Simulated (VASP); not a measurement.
Input:

```
CELL_PARAMETERS angstrom
     -2.51000     2.51000     2.51000
      2.51000    -2.51000     2.51000
      2.51000     2.51000    -2.51000
ATOMIC_POSITIONS crystal
  Ba 0.00000 0.00000 0.00000
```

All values below come from optB88-vdW, VASP's PBE PAW potentials (set 64) (plane waves; VASP 6.6.1). Numerical set-up: 520 eV cut-off, 9×9×9 Γ-centred mesh, first-order Methfessel-Paxton smearing of 0.10 eV, potentials Ba_sv.

Energy and stress use the plane-wave basis of the starting cell.

Problem. The ions, cell shape and volume are relaxed. Give the cell that the relaxation ends in.

Solution. 
```
CELL_PARAMETERS angstrom
     -2.45838     2.45838     2.45838
      2.45838    -2.45838     2.45838
      2.45838     2.45838    -2.45838
ATOMIC_POSITIONS crystal
  Ba 0.00000 0.00000 0.00000
```
Space group Im-3m (229), at a tolerance of 0.03 Å.

Problem. How do energy and volume change from the first to the last step?

Solution. The energy (σ→0) changes by -7.2 meV/atom and the volume by -6.0 %, in 4 ionic steps.

| step | E(σ→0) (eV) | max force (eV/Å) | pressure (GPa) | volume (Å³) |
|---|---|---|---|---|
| 1 | 0.2855 | 0.000 | -0.56 | 63.25 |
| 2 | 0.2802 | 0.000 | -0.28 | 61.26 |
| 3 | 0.2784 | 0.000 | -0.03 | 59.65 |
| 4 | 0.2783 | 0.000 | 0.00 | 59.43 |

The compound is Ba in the bcc structure. This run relaxes it. Symmetry was kept, so distortions that lower it aren't found.
